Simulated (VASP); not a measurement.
Here is the system:

```yaml
crystal:
  lattice:
    - [-1.65261, 1.65261, 1.65261]
    - [1.65261, -1.65261, 1.65261]
    - [1.65261, 1.65261, -1.65261]
  atoms:
    - { symbol: Ta, position: [0.00000, 0.00000, 0.00000] }
```

Level of theory: r2SCAN meta-GGA, VASP's PBE PAW potentials (set 64) (plane waves; VASP 6.6.1). Run with 520 eV cut-off, 17×17×17 Γ-centred mesh, tetrahedra with Blöchl corrections, potentials Ta_pv.

Question: Give the energies of bands 4 to 8 at the high-symmetry points, in eV from the Fermi level.

Answer: 
```json
[
 {"band": "4", "Γ": "-8.30", "H": "-3.92", "N": "-4.53", "P": "-1.32"},
 {"band": "5", "Γ": "0.86", "H": "-3.92", "N": "-1.54", "P": "-1.32"},
 {"band": "6", "Γ": "0.86", "H": "7.11", "N": "1.48", "P": "-1.32"},
 {"band": "7", "Γ": "0.86", "H": "7.11", "N": "4.21", "P": "5.45"},
 {"band": "8", "Γ": "4.33", "H": "7.11", "N": "5.27", "P": "5.45"}
]
```

It has no gap at this level: it comes out as a metal or semimetal.

The compound is Ta in the bcc structure. It was relaxed first.
